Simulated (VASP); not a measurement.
Computed with LDA (Ceperley-Alder, Perdew-Zunger), VASP's LDA PAW potentials (set 64) (plane waves; VASP).

VASP ran on this input.

File KPOINTS:
```
Automatic mesh
0
Gamma
5 5 5
0 0 0
```

File POSCAR:
```
Sr4P2O
1.0
 -2.3990900000   2.3990900000   7.9709780000
  2.3990900000  -2.3990900000   7.9709780000
  2.3990900000   2.3990900000  -7.9709780000
Sr P O
4 2 1
Direct
  0.6750600000   0.6750600000   0.0000000000
  0.3249400000   0.3249400000   0.0000000000
  0.5000000000   0.0000000000   0.5000000000
  0.0000000000   0.5000000000   0.5000000000
  0.8649400000   0.8649400000   0.0000000000
  0.1350600000   0.1350600000   0.0000000000
  0.5000000000   0.5000000000   0.0000000000
```

**INCAR**
```
SYSTEM = Sr4P2O
PREC = Accurate; ENCUT = 400; LREAL = F
LASPH = T
EDIFF = 1E-6; NELM = 100; ALGO = Normal
LMAXMIX = 4
ISMEAR = -1; SIGMA = 0.01
ISIF = 2
LWAVE = F; LCHARG = F
```

POTCAR, in this order: Sr_sv P O (LDA.64 set). Program: vasp_std.

Output

OSZICAR:
```
       N       E                     dE             d eps       ncg     rms          rms(c)
DAV:   1     0.333958044558E+03    0.33396E+03   -0.23920E+04  1188   0.126E+03
DAV:   2    -0.945449748899E+01   -0.34341E+03   -0.33805E+03  1447   0.316E+02
DAV:   3    -0.396512246747E+02   -0.30197E+02   -0.30115E+02  1768   0.786E+01
DAV:   4    -0.410835923060E+02   -0.14324E+01   -0.14309E+01  1864   0.161E+01
DAV:   5    -0.411371187089E+02   -0.53526E-01   -0.53523E-01  1680   0.234E+00    0.359E+01
DAV:   6    -0.370672454857E+02    0.40699E+01   -0.20753E+01  1434   0.152E+01    0.321E+01
DAV:   7    -0.368405355704E+02    0.22671E+00   -0.21917E+00  1519   0.662E+00    0.153E+01
DAV:   8    -0.367583084925E+02    0.82227E-01   -0.39198E-01  1742   0.325E+00    0.182E+00
DAV:   9    -0.367593489729E+02   -0.10405E-02   -0.47753E-02  1711   0.969E-01    0.694E-01
DAV:  10    -0.367595603613E+02   -0.21139E-03   -0.93109E-03  1511   0.416E-01    0.165E-01
DAV:  11    -0.367593820155E+02    0.17835E-03   -0.16177E-03  1512   0.166E-01    0.558E-02
DAV:  12    -0.367594017394E+02   -0.19724E-04   -0.16764E-04  1712   0.516E-02    0.217E-02
DAV:  13    -0.367594035225E+02   -0.17831E-05   -0.18924E-05  1768   0.197E-02    0.120E-02
DAV:  14    -0.367594034854E+02    0.37086E-07   -0.61897E-06  1352   0.101E-02
   1 F= -.36759403E+02 E0= -.36759403E+02  d E =-.629862E-14
```

**OUTCAR**
```
------------------------ aborting loop because EDIFF is reached ----------------------------------------
  FORCE on cell =-STRESS in cart. coord.  units (eV):
  Direction    XX          YY          ZZ          XY          YZ          ZX
  --------------------------------------------------------------------------------------
  Total       -3.6745506     -3.6745506     -3.7590509      0.0000000     -0.0000000      0.0000000
  in kB      -32.0811654    -32.0811654    -32.8189060      0.0000000     -0.0000000      0.0000000
  external PRESSURE =     -32.3270790 kB  Pullay stress =       0.0000000 kB
  volume of cell :      183.51
      direct lattice vectors                 reciprocal lattice vectors
    -2.399090000  2.399090000  7.970978000     0.000000000  0.208412356  0.062727560
     2.399090000 -2.399090000  7.970978000     0.208412356  0.000000000  0.062727560
     2.399090000  2.399090000 -7.970978000     0.208412356  0.208412356  0.000000000
 POSITION                                       TOTAL-FORCE (eV/Angst)
 -----------------------------------------------------------------------------------
      0.00000      0.00000     10.76178        -0.000000     -0.000000     -0.043209
      0.00000      0.00000      5.18018        -0.000000     -0.000000      0.043209
      0.00000      2.39909      0.00000         0.000000      0.000000     -0.000000
      2.39909      0.00000      0.00000         0.000000      0.000000      0.000000
      0.00000      0.00000     13.78884         0.000000      0.000000      0.042765
      0.00000      0.00000      2.15312        -0.000000     -0.000000     -0.042765
      0.00000      0.00000      7.97098         0.000000      0.000000      0.000000
 -----------------------------------------------------------------------------------
    total drift:                                0.000000     -0.000000      0.000000
  FREE ENERGIE OF THE ION-ELECTRON SYSTEM (eV)
  ---------------------------------------------------
  free  energy   TOTEN  =       -36.7594034854 eV

  energy  without entropy=      -36.7594034854  energy(sigma->0) =      -36.75940349
```
(Selected blocks of OUTCAR.)

At this cut-off the stress carries a Pulay error, which pulls relaxed volumes low.

The structure comes from a computed database's Sr4P2O entry; how it stands against other phases isn't given here. The cell was not relaxed at this level, and its volume differs by -5.9 % from the start's.
